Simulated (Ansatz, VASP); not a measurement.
**One calculation of TaCl3F, two programs**

The input INCAR:

```
SYSTEM = TaCl3F
PREC = Accurate ; ENCUT = 520
EDIFF = 1E-6 ; ISMEAR = 0
SIGMA = 0.1 ; LREAL = .FALSE.
LASPH = .TRUE. ; NELM = 60
ALGO = Normal ; ISIF = 2
LWAVE = .FALSE. ; LCHARG = .FALSE.
GGA = PE ; NBANDS = 28
```

KPOINTS

```
regular mesh
0
G
  4 4 4
  0 0 0
```

File POSCAR:

```
TaCl3F
1.0
    4.5635181000      0.0000000000      0.0000000000
    0.0000000000      4.5635181000      0.0000000000
    0.0000000000      0.0000000000      5.1287472400
Ta Cl F
1 3 1
Direct
    0.0000000000      0.0000000000      0.0000000000
    0.0000000000      0.0000000000      0.5000000000
    0.0000000000      0.5000000000      0.0000000000
    0.5000000000      0.0000000000      0.0000000000
    0.5000000000      0.5000000000      0.5000000000
```

Input for Ansatz:

```yaml
crystal:
  lattice:
    - [4.5635181, 0.0, 0.0]
    - [0.0, 4.5635181, 0.0]
    - [0.0, 0.0, 5.12874724]
  atoms:
    - { symbol: Ta, position: [0.0, 0.0, 0.0] }
    - { symbol: Cl, position: [0.0, 0.0, 0.5] }
    - { symbol: Cl, position: [0.0, 0.5, 0.0] }
    - { symbol: Cl, position: [0.5, 0.0, 0.0] }
    - { symbol: F, position: [0.5, 0.5, 0.5] }
basis:
  ecutwfc: 420
kpoints:
  mp_grid: { grid: [4, 4, 4] }
hamiltonian:
  xc: pbe
scf:
  occupations: { method: gaussian, width: 0.1 }
  lower_state_search: "off"
output:
  forces: true
  stress: true
  eigenvalues: true
```

Change from the starting cell: species swapped into the KCrF3 type (P4/mmm, No. 123).

Alike in both runs: task single point; functional PBE; k mesh 4 × 4 × 4; occupations gaussian, width 0.1 eV; no spin polarisation.

|  | VASP | Ansatz |
| --- | --- | --- |
| version | VASP 6.6.1 | Ansatz 0.2.0 |
| potentials or method | VASP PAW PBE potentials, release 64 (Ta_pv, Cl, F) | scalar-relativistic, plane waves, PAW |
| plane-wave cutoff (eV) | 520 | 420 |
| valence electrons in the cell | 39 | 41 |

|  | VASP | Ansatz | Ansatz less VASP |
| --- | --- | --- | --- |
| gap on the k mesh at the Fermi level (eV) | none | none | - |
| pressure (GPa) | 2.8 | 2.8 | +0.09 |
| largest component of the traceless stress (GPa) | 13.27 | 13.24 | -0.022 |

A gap of «none» marks a metal or a gap that the smearing closes. The two sets of potentials don't hold the same shells in valence.

Caveats: an odd number of electrons without spin polarisation forces a metal; a magnetic or distorted state may lie lower. Spin-orbit coupling is left out, which matters for the levels of Ta.
